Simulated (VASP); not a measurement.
Here is the system:

```
CELL_PARAMETERS angstrom
      4.05960     0.00000     0.00000
      0.00000     4.05960     0.00000
      0.00000     0.00000     5.12040
ATOMIC_POSITIONS crystal
  Pb 0.50000 0.00000 0.76500
  Pb 0.00000 0.50000 0.23500
  O  0.50000 0.50000 0.00000
  O  0.00000 0.00000 0.00000
```

All values below come from PBE GGA, VASP's PBE PAW potentials (set 64) (plane waves; VASP). Settings: LREAL = Auto, 520 eV cut-off, 5×5×4 Γ-centred mesh, Gaussian smearing of 0.050 eV, potentials Pb_d O.

Question: Estimate the energy per atom (σ→0), largest force.

Answer: 
| Quantity | Value |
|---|---|
| energy per atom (σ→0) | -5.372 eV/atom |
| largest force | 0.301 eV/Å |

Only differences to runs with the same potentials and settings are physical.

The compound is PbO in the litharge structure. The cell was not relaxed at this level. The run is one of a series of settings (LREAL = Auto against the base run), some of them coarse on purpose.
